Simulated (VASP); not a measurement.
# LuNiC2 with PBEsol + U: from relaxation to properties, part 9 of 11

What structure does LuNiC2 take at this level, and what are its properties? Left out of this account: 1 further run (optics: it diverged and was aborted). The start is a computed cell from the Materials Project.

VASP 6.6.1, plane waves and PAW; the level of theory is named at each step.

Still holding for the runs below: The data set Lu_3 holds the 4f electrons frozen in the core, so no f bands or f moments appear. This run allows spin, but its moments start at zero, where symmetry between the spins tends to hold them, although Ni can carry a moment. Its electron count is odd, so without a moment it is a metal by construction. A U on the itinerant d states of such a compound is hard to justify; it moves the bands at the Fermi level.

So far. Step 9 (Density, ELF and potential (PBEsol + U)): In this run the pressure is 0.04 GPa, small enough to go on. Step 10 (Bands along the symmetry lines (PBEsol + U)): There is no gap at this level.

### 11. Total and projected DOS (PBEsol + U)

Level of this step: PBEsol, DFT+U (Ni d 4 eV), zero-moment start, 4f electrons in the core; plane waves and PAW (Lu_3, Ni, C) (VASP).

Here the states are counted by energy and projected on the atoms. The mesh is finer than in the run before.

Input file INCAR:

```
SYSTEM = LuNiC2
PREC = Accurate
ENCUT = 520
EDIFF = 1E-06
NELM = 100
ISMEAR = -5
SIGMA = 0.05
LREAL = .FALSE.
ALGO = Normal
GGA = PS
NBANDS = 29
ISPIN = 2
MAGMOM = -0 -0 -0 -0
LDAU = .TRUE.
LDAUTYPE = 2
LDAUL = -1 2 -1
LDAUU = 0 4 0
LDAUJ = 0 0 0
LDAUPRINT = 1
LASPH = .TRUE.
LMAXMIX = 4
LORBIT = 11
LWAVE = .FALSE.
LCHARG = .FALSE.
KPAR = 8
NEDOS = 2001
```

Input file POSCAR:

```
LuNiC2
1.0
    3.3823116440      0.0000000000      0.0000000000
    0.0000000000      2.2139071804      2.9186703621
    0.0000000000     -2.2139071804      2.9186703621
Lu Ni C
1 1 2
Direct
    0.0000000000      0.9986368302      0.9986368302
    0.5000000000      0.3902141072      0.3902141072
    0.5000000000      0.8536986526      0.5424514199
    0.5000000000      0.5424514199      0.8536986526
```

Input file KPOINTS:

```
Automatic mesh
0
Gamma
8 8 8
0 0 0
```

The projector-augmented-wave data sets are Lu_3, Ni and C (PBE family, release 64).

The run is started by

```bash
> mpirun -np 8 vasp_std
```

Log:

```text
[... set-up lines as in an earlier step ...]
 entering main loop
       N       E                     dE             d eps       ncg     rms          rms(c)
DAV:   1     0.141885524148E+03    0.14189E+03   -0.11186E+04 17826   0.111E+03
DAV:   2    -0.226670525466E+02   -0.16455E+03   -0.15147E+03 19240   0.384E+02
DAV:   3    -0.336257388129E+02   -0.10959E+02   -0.10720E+02 19574   0.112E+02
DAV:   4    -0.337632808021E+02   -0.13754E+00   -0.13722E+00 17794   0.780E+00
DAV:   5    -0.337646420339E+02   -0.13612E-02   -0.13591E-02 16671   0.769E-01    0.352E+01
DAV:   6    -0.377369886050E+02   -0.39723E+01   -0.12396E+02 20796   0.106E+02    0.326E+01
DAV:   7    -0.296009194637E+02    0.81361E+01   -0.17517E+01 18046   0.748E+01    0.148E+01
DAV:   8    -0.297487153583E+02   -0.14780E+00   -0.23373E+00 21974   0.147E+01    0.100E+01
DAV:   9    -0.296991152677E+02    0.49600E-01   -0.19400E+00 17152   0.158E+01    0.267E+00
DAV:  10    -0.296412991067E+02    0.57816E-01   -0.18285E-01 19370   0.547E+00    0.112E+00
DAV:  11    -0.296374341161E+02    0.38650E-02   -0.22379E-02 21842   0.158E+00    0.256E-01
DAV:  12    -0.296375216868E+02   -0.87571E-04   -0.20406E-03 17949   0.256E-01    0.561E-02
DAV:  13    -0.296375124086E+02    0.92782E-05   -0.55738E-05 19412   0.668E-02    0.335E-02
DAV:  14    -0.296375102055E+02    0.22031E-05   -0.57892E-06 18068   0.254E-02    0.123E-02
DAV:  15    -0.296375093182E+02    0.88730E-06   -0.57255E-07  8502   0.110E-02
   1 F= -.29637509E+02 E0= -.29637509E+02  d E =0.000000E+00  mag=     0.0000
 -----------------------------------------------------------------------------
|                                                                             |
|           W    W    AA    RRRRR   N    N  II  N    N   GGGG   !!!           |
|           W    W   A  A   R    R  NN   N  II  NN   N  G    G  !!!           |
|           W    W  A    A  R    R  N N  N  II  N N  N  G       !!!           |
|           W WW W  AAAAAA  RRRRR   N  N N  II  N  N N  G  GGG   !            |
|           WW  WW  A    A  R   R   N   NN  II  N   NN  G    G                |
|           W    W  A    A  R    R  N    N  II  N    N   GGGG   !!!           |
|                                                                             |
|     Tetrahedron method does not include variations of the Fermi             |
|     occupations, so forces and stress will be inaccurate. We suggest        |
|     using a different smearing scheme ISMEAR = 1 or 2 for metals in         |
|     relaxations.                                                            |
|                                                                             |
 -----------------------------------------------------------------------------
```

It took 30 s on 8 MPI ranks of Intel Xeon 6975P-C (Granite Rapids), shared host; peak memory 2.7 GiB; 3.2 min of CPU time.

OUTCAR, selected parts (step 11):

```text
   k-points           NKPTS =    105   k-points in BZ     NKDIM =    105   number of bands    NBANDS=     29

   NELECT =      27.0000    total number of electrons

atom =   2  type =  2  l = 2

 onsite density matrix

spin component  1

  0.8803  0.0000  0.0000  0.0000  0.0000
  0.0000  0.7587  0.0000  0.0000  0.0000
  0.0000  0.0000  0.8975  0.0000  0.0137
  0.0000  0.0000  0.0000  0.9326  0.0000
  0.0000  0.0000  0.0137  0.0000  0.8936

spin component  2

 occupancies and eigenvectors

  o =  0.7587  v =  0.0000  0.0000  0.0000  0.0000  0.0000  0.0000  1.0000  0.0000  0.0000  0.0000      0.0000  0.0000  0.0000  0.0000  0.0000  0.0000  0.0000  0.0000  0.0000  0.0000
  o =  0.7587  v =  0.0000  1.0000  0.0000  0.0000  0.0000  0.0000  0.0000  0.0000  0.0000  0.0000      0.0000  0.0000  0.0000  0.0000  0.0000  0.0000  0.0000  0.0000  0.0000  0.0000
  o =  0.8803  v =  0.0000  0.0000  0.0000  0.0000  0.0000  1.0000  0.0000  0.0000  0.0000  0.0000      0.0000  0.0000  0.0000  0.0000  0.0000  0.0000  0.0000  0.0000  0.0000  0.0000
  o =  0.8803  v =  1.0000  0.0000  0.0000  0.0000  0.0000  0.0000  0.0000  0.0000  0.0000  0.0000      0.0000  0.0000  0.0000  0.0000  0.0000  0.0000  0.0000  0.0000  0.0000  0.0000
  o =  0.8817  v =  0.0000  0.0000 -0.6551  0.0000  0.7555  0.0000  0.0000  0.0000  0.0000  0.0000      0.0000  0.0000  0.0000  0.0000  0.0000  0.0000  0.0000  0.0000  0.0000  0.0000
  o =  0.8817  v =  0.0000  0.0000  0.0000  0.0000  0.0000  0.0000  0.0000 -0.6551  0.0000  0.7556      0.0000  0.0000  0.0000  0.0000  0.0000  0.0000  0.0000  0.0000  0.0000  0.0000
  o =  0.9095  v =  0.0000  0.0000 -0.7555  0.0000 -0.6551  0.0000  0.0000  0.0000  0.0000  0.0000      0.0000  0.0000  0.0000  0.0000  0.0000  0.0000  0.0000  0.0000  0.0000  0.0000
  o =  0.9095  v =  0.0000  0.0000  0.0000  0.0000  0.0000  0.0000  0.0000  0.7556  0.0000  0.6551      0.0000  0.0000  0.0000  0.0000  0.0000  0.0000  0.0000  0.0000  0.0000  0.0000
  o =  0.9326  v =  0.0000  0.0000  0.0000  0.0000  0.0000  0.0000  0.0000  0.0000 -1.0000  0.0000      0.0000  0.0000  0.0000  0.0000  0.0000  0.0000  0.0000  0.0000  0.0000  0.0000
  o =  0.9326  v =  0.0000  0.0000  0.0000 -1.0000  0.0000  0.0000  0.0000  0.0000  0.0000  0.0000      0.0000  0.0000  0.0000  0.0000  0.0000  0.0000  0.0000  0.0000  0.0000  0.0000

 E-fermi :   6.9908

 spin component 1
 k-point     1 :       0.0000    0.0000    0.0000
  band No.  band energies     occupation
    ...
      9       3.0069      1.00000
     10       3.6455      1.00000
     11       3.9424      1.00000
     12       4.7152      1.00000
     13       5.3274      1.00000
     14       7.4154      0.00000
     15       7.4565      0.00000
     16       9.1920      0.00000
     17      11.2400      0.00000
     18      11.4402      0.00000
    ...

 k-point     2 :       0.1250    0.0000    0.0000
  band No.  band energies     occupation
    ...
      9       3.4182      1.00000
     10       3.5994      1.00000
     11       3.9445      1.00000
     12       4.5672      1.00000
     13       5.4290      1.00000
     14       7.2290     -0.01963
     15       7.8601      0.00000
     16       8.6838      0.00000
     17      10.4327      0.00000
     18      12.0834      0.00000
    ...

  Total        0.1560819     -0.0161133     -0.0385210      0.0000000      0.0000000      0.0000000
  in kB        5.7210403     -0.5906182     -1.4119541      0.0000000      0.0000000      0.0000000
  external PRESSURE =       1.2394893 kB  Pullay stress =       0.0000000 kB

 POSITION                                       TOTAL-FORCE (eV/Angst)
 -----------------------------------------------------------------------------------
      0.00000      0.00000      5.82938         0.000000      0.000000     -0.037263
      1.69116      0.00000      2.27781         0.000000      0.000000     -0.033869
      1.69116      0.68907      4.07490         0.000000      0.020392      0.035566
      1.69116     -0.68907      4.07490         0.000000     -0.020392      0.035566
 -----------------------------------------------------------------------------------
    total drift:                                0.000000     -0.000000     -0.000661

  FREE ENERGIE OF THE ION-ELECTRON SYSTEM (eV)
  ---------------------------------------------------
  free  energy   TOTEN  =       -29.6375093182 eV

  energy  without entropy=      -29.6375093182  energy(sigma->0) =      -29.63750932

 magnetization (x)
# of ion       s       p       d       tot
------------------------------------------
    1        0.000  -0.000   0.000   0.000
    2       -0.000  -0.000   0.000  -0.000
    3        0.000   0.000   0.000   0.000
    4        0.000   0.000   0.000   0.000
--------------------------------------------------
tot          0.000   0.000   0.000   0.000

[... 6 parts as in an earlier step ...]

[... 13 further parts left out ...]
```

With tetrahedra the forces and stress of a metal are not exact derivatives of the energy.

Numbers from this step:

```yaml
scf_cycles: 15
irreducible_k_points: 105
fermi_energy: 6.991 eV
pressure: 0.1239 GPa
dos_at_the_fermi_level: 0.9498 states/eV/cell
```

The density of states has structure finer than the step of the table below, so its rows give means over 0.5 eV, whole bins alone (the curve runs from -12.0 to 6.14 eV). Peaks (eV: height): total -3.60: 7.94, -3.36: 5.57, -3.04: 4.12, -2.49: 4.63; Ni d -3.60: 5.57, -3.36: 4.37, -3.04: 2.91, -2.49: 3.23; Lu d -3.83: 0.348, 1.63: 0.663, 4.24: 1.08, 5.74: 2.06; C p -6.45: 0.981, -6.29: 0.804, -5.34: 0.993, 1.55: 0.541; Ni p -6.53: 0.184, -5.34: 0.160, -3.60: 0.176, -1.94: 0.166.

States under -12.0 eV and over 6.1 eV are left out; both spin channels agree and are summed. Table of density of states by energy, zero at the Fermi level; means over each step; 7 of 9 lines; values in states/eV/cell:

| energy (eV) | total | Ni d | Lu d | C p | Ni p | Lu p | Ni s |
| --- | --- | --- | --- | --- | --- | --- | --- |
| -10.5 | 0 | 0 | 0 | 0 | 0 | 0 | 0 |
| -10.0 | 0.227 | 0.0152 | 0.00685 | 0.0209 | 0.00938 | 0.0108 | 0.0259 |
| -9.5 | 1.27 | 0.111 | 0.0560 | 0.121 | 0.0532 | 0.0672 | 0.132 |
| -9.0 | 1.54 | 0.201 | 0.0861 | 0.160 | 0.0661 | 0.0696 | 0.124 |
| -8.5 | 0.958 | 0.147 | 0.0587 | 0.109 | 0.0545 | 0.0291 | 0.0485 |
| -8.0 | 0.353 | 0.0484 | 0.0125 | 0.0772 | 0.0198 | 0.0188 | 0.0307 |
| -7.5 | 0.953 | 0.160 | 0.0322 | 0.272 | 0.0419 | 0.0393 | 0.0883 |
| -7.0 | 1.40 | 0.294 | 0.0445 | 0.403 | 0.0727 | 0.0563 | 0.0683 |
| -6.5 | 2.61 | 0.722 | 0.107 | 0.743 | 0.123 | 0.141 | 0.0615 |
| -6.0 | 2.15 | 0.620 | 0.140 | 0.601 | 0.0718 | 0.121 | 0.0379 |
| -5.5 | 3.04 | 0.814 | 0.234 | 0.911 | 0.120 | 0.174 | 0.0485 |
| -5.0 | 1.36 | 0.390 | 0.0899 | 0.408 | 0.0545 | 0.0669 | 0.0151 |
| -4.5 | 0.507 | 0.246 | 0.0267 | 0.0992 | 0.0160 | 0.0200 | 0.00579 |
| -4.0 | 4.29 | 2.83 | 0.230 | 0.399 | 0.0973 | 0.140 | 0.0375 |
| -3.5 | 5.40 | 3.92 | 0.224 | 0.280 | 0.122 | 0.193 | 0.0696 |
| -3.0 | 2.96 | 1.94 | 0.144 | 0.279 | 0.112 | 0.0941 | 0.0322 |
| -2.5 | 3.09 | 2.04 | 0.191 | 0.292 | 0.0947 | 0.0622 | 0.0448 |
| -2.0 | 2.75 | 1.61 | 0.159 | 0.364 | 0.124 | 0.0654 | 0.0504 |
| -1.5 | 1.09 | 0.531 | 0.0974 | 0.173 | 0.0703 | 0.0226 | 0.0143 |
| -1.0 | 0.726 | 0.250 | 0.106 | 0.108 | 0.0461 | 0.0381 | 0.00284 |
| -0.5 | 0.856 | 0.220 | 0.179 | 0.120 | 0.0559 | 0.0581 | 0.00149 |
| 0.0 | 0.997 | 0.263 | 0.258 | 0.137 | 0.0501 | 0.0493 | 0.00243 |
| 0.5 | 1.14 | 0.316 | 0.337 | 0.152 | 0.0452 | 0.0353 | 0.00384 |
| 1.0 | 0.868 | 0.232 | 0.238 | 0.136 | 0.0301 | 0.0237 | 0.00235 |
| 1.5 | 1.92 | 0.443 | 0.483 | 0.374 | 0.0556 | 0.0740 | 0.0151 |
| 2.0 | 2.10 | 0.442 | 0.592 | 0.393 | 0.0535 | 0.0551 | 0.0203 |
| 2.5 | 1.55 | 0.261 | 0.554 | 0.253 | 0.0420 | 0.0357 | 0.0145 |
| 3.0 | 1.25 | 0.176 | 0.465 | 0.203 | 0.0420 | 0.0387 | 0.00815 |
| 3.5 | 0.885 | 0.104 | 0.364 | 0.138 | 0.0260 | 0.0221 | 0.00575 |
| 4.0 | 1.36 | 0.123 | 0.701 | 0.157 | 0.0316 | 0.0241 | 0.00772 |
| 4.5 | 1.26 | 0.0818 | 0.742 | 0.129 | 0.0225 | 0.0208 | 0.00458 |
| 5.0 | 1.41 | 0.0777 | 0.839 | 0.116 | 0.0229 | 0.0383 | 0.00734 |
| 5.5 | 2.50 | 0.151 | 1.39 | 0.192 | 0.0614 | 0.0782 | 0.0221 |

The finer mesh and the other smearing move the Fermi level by -0.09 eV from the 6×6×6 run, one measure of the sampling error in the zero of the bands above. Of the states within 0.3 eV of the Fermi level, the largest shares in the PAW spheres are Ni d 27 %, Lu d 26 % and C p 13 %. The rest lies in smaller channels or between the spheres.

### 12. Volume scan with PBEsol + U, volume scale 0.94

An equation of state needs energies on both sides of the minimum, all on one mesh and cutoff.

Changes to INCAR since step 11:

```diff
@@ -5,3 +5,3 @@
 NELM = 100
-ISMEAR = -5
+ISMEAR = 0
 SIGMA = 0.05
@@ -10,3 +10,3 @@
 GGA = PS
-NBANDS = 29
+NBANDS = 21
 ISPIN = 2
@@ -25,2 +25,2 @@
 KPAR = 8
-NEDOS = 2001
+ISIF = 2
```

Input file POSCAR:

```
LuNiC2
1.0
    3.3132655018      0.0000000000      0.0000000000
    0.0000000000      2.1687127199      2.8590889426
    0.0000000000     -2.1687127199      2.8590889426
Lu Ni C
1 1 2
Direct
    0.0000000000      0.9986368302      0.9986368302
    0.5000000000      0.3902141072      0.3902141072
    0.5000000000      0.8536986526      0.5424514199
    0.5000000000      0.5424514199      0.8536986526
```

Input file KPOINTS:

```
Automatic mesh
0
Gamma
6 6 6
0 0 0
```

The run is started by

```bash
> mpirun -np 8 vasp_std
```

Log:

```text
[... set-up lines as in an earlier step ...]
 entering main loop
       N       E                     dE             d eps       ncg     rms          rms(c)
DAV:   1     0.135451657317E+03    0.13545E+03   -0.12390E+04  6450   0.157E+03
DAV:   2    -0.227458172466E+02   -0.15820E+03   -0.15083E+03  7078   0.547E+02
DAV:   3    -0.337661590185E+02   -0.11020E+02   -0.10863E+02  7192   0.121E+02
DAV:   4    -0.339819235239E+02   -0.21576E+00   -0.21501E+00  6538   0.118E+01
DAV:   5    -0.339856647690E+02   -0.37412E-02   -0.37336E-02  5940   0.151E+00    0.392E+01
DAV:   6    -0.374178396419E+02   -0.34322E+01   -0.14596E+02  7208   0.151E+02    0.337E+01
DAV:   7    -0.293545338293E+02    0.80633E+01   -0.25149E+01  6248   0.110E+02    0.160E+01
DAV:   8    -0.296513014818E+02   -0.29677E+00   -0.36714E+00  7672   0.202E+01    0.112E+01
DAV:   9    -0.295881233577E+02    0.63178E-01   -0.24619E+00  6206   0.238E+01    0.328E+00
DAV:  10    -0.295252179793E+02    0.62905E-01   -0.23193E-01  6262   0.835E+00    0.135E+00
DAV:  11    -0.295212815074E+02    0.39365E-02   -0.25505E-02  7980   0.212E+00    0.383E-01
DAV:  12    -0.295209858246E+02    0.29568E-03   -0.40284E-03  8412   0.738E-01    0.485E-02
DAV:  13    -0.295209776346E+02    0.81900E-05   -0.15379E-04  6720   0.134E-01    0.466E-02
DAV:  14    -0.295209718830E+02    0.57516E-05   -0.37235E-05  6813   0.546E-02    0.242E-02
DAV:  15    -0.295209698093E+02    0.20737E-05   -0.80675E-06  4155   0.471E-02    0.522E-03
DAV:  16    -0.295209700893E+02   -0.27996E-06   -0.15124E-06  3220   0.221E-02
   1 F= -.29520970E+02 E0= -.29520395E+02  d E =-.114932E-02  mag=     0.0000
```

It took 15 s on 8 MPI ranks; peak memory 1.9 GiB; 99 s of CPU time.

Parts of OUTCAR (step 12):

```text
   ENCUT  =  520.0 eV  38.22 Ry    6.18 a.u.   6.16  6.67  6.67*2*pi/ulx,y,z

   NELECT =      27.0000    total number of electrons

atom =   2  type =  2  l = 2

 onsite density matrix

spin component  1

  0.8835  0.0000  0.0000  0.0000  0.0000
  0.0000  0.7736  0.0000  0.0000  0.0000
  0.0000  0.0000  0.9036  0.0000  0.0149
  0.0000  0.0000  0.0000  0.9353  0.0000
  0.0000  0.0000  0.0149  0.0000  0.8959

spin component  2

 occupancies and eigenvectors

  o =  0.7736  v =  0.0000  0.0000  0.0000  0.0000  0.0000  0.0000  1.0000  0.0000  0.0000  0.0000      0.0000  0.0000  0.0000  0.0000  0.0000  0.0000  0.0000  0.0000  0.0000  0.0000
  o =  0.7736  v =  0.0000  1.0000  0.0000  0.0000  0.0000  0.0000  0.0000  0.0000  0.0000  0.0000      0.0000  0.0000  0.0000  0.0000  0.0000  0.0000  0.0000  0.0000  0.0000  0.0000
  o =  0.8835  v =  0.0000  0.0000  0.0000  0.0000  0.0000  1.0000  0.0000  0.0000  0.0000  0.0000      0.0000  0.0000  0.0000  0.0000  0.0000  0.0000  0.0000  0.0000  0.0000  0.0000
  o =  0.8835  v =  1.0000  0.0000  0.0000  0.0000  0.0000  0.0000  0.0000  0.0000  0.0000  0.0000      0.0000  0.0000  0.0000  0.0000  0.0000  0.0000  0.0000  0.0000  0.0000  0.0000
  o =  0.8844  v =  0.0000  0.0000  0.0000  0.0000  0.0000  0.0000  0.0000 -0.6115  0.0000  0.7912      0.0000  0.0000  0.0000  0.0000  0.0000  0.0000  0.0000  0.0000  0.0000  0.0000
  o =  0.8844  v =  0.0000  0.0000 -0.6116  0.0000  0.7912  0.0000  0.0000  0.0000  0.0000  0.0000      0.0000  0.0000  0.0000  0.0000  0.0000  0.0000  0.0000  0.0000  0.0000  0.0000
  o =  0.9151  v =  0.0000  0.0000  0.0000  0.0000  0.0000  0.0000  0.0000 -0.7912  0.0000 -0.6115      0.0000  0.0000  0.0000  0.0000  0.0000  0.0000  0.0000  0.0000  0.0000  0.0000
  o =  0.9151  v =  0.0000  0.0000 -0.7912  0.0000 -0.6116  0.0000  0.0000  0.0000  0.0000  0.0000      0.0000  0.0000  0.0000  0.0000  0.0000  0.0000  0.0000  0.0000  0.0000  0.0000
  o =  0.9353  v =  0.0000  0.0000  0.0000 -1.0000  0.0000  0.0000  0.0000  0.0000  0.0000  0.0000      0.0000  0.0000  0.0000  0.0000  0.0000  0.0000  0.0000  0.0000  0.0000  0.0000
  o =  0.9353  v =  0.0000  0.0000  0.0000  0.0000  0.0000  0.0000  0.0000  0.0000 -1.0000  0.0000      0.0000  0.0000  0.0000  0.0000  0.0000  0.0000  0.0000  0.0000  0.0000  0.0000

 E-fermi :   7.6821

 spin component 1
 k-point     1 :       0.0000    0.0000    0.0000
  band No.  band energies     occupation
    ...
      9       3.3840      1.00000
     10       4.0051      1.00000
     11       4.3769      1.00000
     12       5.2004      1.00000
     13       5.8503      1.00000
     14       8.0009      0.00000
     15       8.1159      0.00000
     16       9.8550      0.00000
     17      12.1216      0.00000
     18      12.2518      0.00000
    ...

 k-point     2 :       0.1667    0.0000    0.0000
  band No.  band energies     occupation
    ...
      9       3.8463      1.00000
     10       3.9143      1.00000
     11       4.4178      1.00000
     12       4.9287      1.00000
     13       6.0410      1.00000
     14       7.7783      0.00324
     15       8.7306      0.00000
     16       9.0311      0.00000
     17      11.0312      0.00000
     18      13.3148      0.00000
    ...

  Total        2.5077406      5.1251216      4.0490592      0.0000000      0.0000000      0.0000000
  in kB       97.7861303    199.8475495    157.8878740      0.0000000      0.0000000      0.0000000
  external PRESSURE =     151.8405179 kB  Pullay stress =       0.0000000 kB

 POSITION                                       TOTAL-FORCE (eV/Angst)
 -----------------------------------------------------------------------------------
      0.00000      0.00000      5.71038         0.000000      0.000000      0.047800
      1.65663      0.00000      2.23131         0.000000      0.000000     -0.076736
      1.65663      0.67501      3.99172         0.000000      0.861687      0.014468
      1.65663     -0.67501      3.99172         0.000000     -0.861687      0.014468
 -----------------------------------------------------------------------------------
    total drift:                                0.000000      0.000000     -0.000984

  FREE ENERGIE OF THE ION-ELECTRON SYSTEM (eV)
  ---------------------------------------------------
  free  energy   TOTEN  =       -29.5209700893 eV

  energy  without entropy=      -29.5198207690  energy(sigma->0) =      -29.52039543

 magnetization (x)
# of ion       s       p       d       tot
------------------------------------------
    1        0.000   0.000   0.000   0.000
    2        0.000   0.000   0.000   0.000
    3       -0.000  -0.000   0.000  -0.000
    4       -0.000  -0.000   0.000  -0.000
--------------------------------------------------
tot         -0.000   0.000   0.000   0.000

[... 4 parts as in an earlier step ...]

[... 12 further parts left out ...]
```

The scan keeps the cell's shape and the fractional positions fixed.

Numbers from this step:

| Quantity | Value |
| --- | --- |
| SCF cycles | 16 |
| bands | 21 |
| irreducible k-points | 52 |
| free energy (TOTEN) | -29.52 eV |
| energy at zero smearing | -29.52 eV |
| Fermi energy | 7.682 eV |
| pressure | 15.18 GPa |

Force by atom:

| atom | x (eV/Å) | y (eV/Å) | z (eV/Å) | size |
| --- | --- | --- | --- | --- |
| Lu1 | 0.000 | 0.000 | 0.048 | 0.048 |
| Ni2 | 0.000 | 0.000 | -0.077 | 0.077 |
| C3 | 0.000 | 0.862 | 0.014 | 0.862 |
| C4 | 0.000 | -0.862 | 0.014 | 0.862 |

The pressure here is 15.18 GPa.

[end of part 9 of 11]

[Lines on the potential files, build, host, timing and source positions are cut from VASP's logs without a mark.]

[Logs are printed without paths, hosts, clocks, repeated set-up lines and the standing remarks that a program may print on its own settings, such as how far it seeks lower states.]

[Hosts, paths, dates, database ids (printed as entryN), source tags and the programs' standing remarks are cut or masked in the printed files.]

[A measured line is paired with the nearest computed mode of its activity, which favours agreement.]

[In band tables of VASP the shares of atoms and orbitals are scaled to a sum of 1 inside the atoms' spheres.]
